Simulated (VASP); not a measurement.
Consider the following.

```xyz
3
Lattice="0.0000 3.4979 3.4979 3.4979 0.0000 3.4979 3.4979 3.4979 0.0000" Properties=species:S:1:pos:R:3 pbc="T T T"
Sr     0.0000     0.0000     0.0000
Cl     1.7490     1.7490     1.7490
Cl     5.2469     5.2469     5.2469
```

The numbers are results of r2SCAN meta-GGA, VASP's PBE PAW potentials (set 64) (plane waves; VASP 6.6.1), not measurements. Numerical set-up: 480 eV cut-off, 6×6×6 Γ-centred mesh, Gaussian smearing of 0.050 eV, potentials Sr_sv Cl.

Each relaxation starts from this cell; other phases were not tried.

The cell is relaxed at 2 GPa. What happens?

The volume per atom goes from 28.53 to 27.20 Å³ (-4.7 %), and the cell becomes a = 6.886 Å, b = 6.886 Å, c = 6.886 Å, α = 90.00°, β = 90.00°, γ = 90.00°, space group Fm-3m. The gap on the mesh goes from 5.94 to 5.97 eV.

Failed runs are left out, and for metals the shear rows, which the mesh's noise covers.

The compound is SrCl2 in the fluorite structure.
